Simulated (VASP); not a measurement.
## BaSi (space group C2/m): computed properties

Calculation: PBEsol GGA, VASP's PBE PAW potentials (set 64) (plane waves; VASP).

```json
{
 "space_group": "C2/m (12)",
 "cell": "a = 11.981 Å, b = 4.974 Å, c = 4.090 Å, α = γ = 90.00°, β = 90.68°",
 "volume_per_atom": "30.47 Å^3/atom",
 "band gap (over mesh and band path)": "none (metal, semimetal or under 0.01 eV)",
 "density": "4.51 g/cm³"
}
```

Space group C2/m (No. 12); a = 11.981 Å, b = 4.974 Å, c = 4.090 Å, α = γ = 90.00°, β = 90.68°

```json
[
 {"atom": "Ba", "site": "4i", "symmetry": "m", "x": "0.1411", "y": "0.5000", "z": "0.2555"},
 {"atom": "Si", "site": "4i", "symmetry": "m", "x": "0.0578", "y": "0.0000", "z": "0.7523"}
]
```
(The calculation used a cell of 4 atoms; values per cell refer to that cell.)

Unless said otherwise, spin-orbit coupling is left out, though it shifts the bands of the heavy elements here.

The structure comes from a computed database's BaSi entry (C2/m); how it stands against other phases isn't given here. It was relaxed first. Symmetry was kept, so distortions that lower it aren't found.
